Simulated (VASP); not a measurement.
Enthalpies of BeSe started in several structure types, each of which keeps its space group, in meV/atom over the zinc blende form. Level of theory: PBEsol GGA, VASP's PBE PAW potentials (set 64) (plane waves; VASP 6.6.1).

```json
[
 {"P (GPa)": "0", "wurtzite": "6", "zinc blende": "0", "NiAs type": "435", "CsCl type": "1256", "rock salt": "478"},
 {"P (GPa)": "5", "wurtzite": "6", "zinc blende": "0", "NiAs type": "363", "CsCl type": "1181", "rock salt": "406"},
 {"P (GPa)": "10", "wurtzite": "6", "zinc blende": "0", "NiAs type": "297", "CsCl type": "1110", "rock salt": "340"},
 {"P (GPa)": "20", "wurtzite": "6", "zinc blende": "0", "NiAs type": "180", "CsCl type": "986", "rock salt": "222"},
 {"P (GPa)": "30", "wurtzite": "6", "zinc blende": "0", "NiAs type": "76", "CsCl type": "865", "rock salt": "117"},
 {"P (GPa)": "45", "wurtzite": "7", "zinc blende": "0", "NiAs type": "-63", "CsCl type": "695", "rock salt": "-24"}
]
```

Which of these forms is stable at each pressure?

The zinc blende form is lowest at zero pressure; NiAs type takes over from zinc blende near 38 GPa (by linear interpolation, static lattice, among these forms alone).

Structures that changed their space group on the way, and pressures that one of them lacks, are left out.
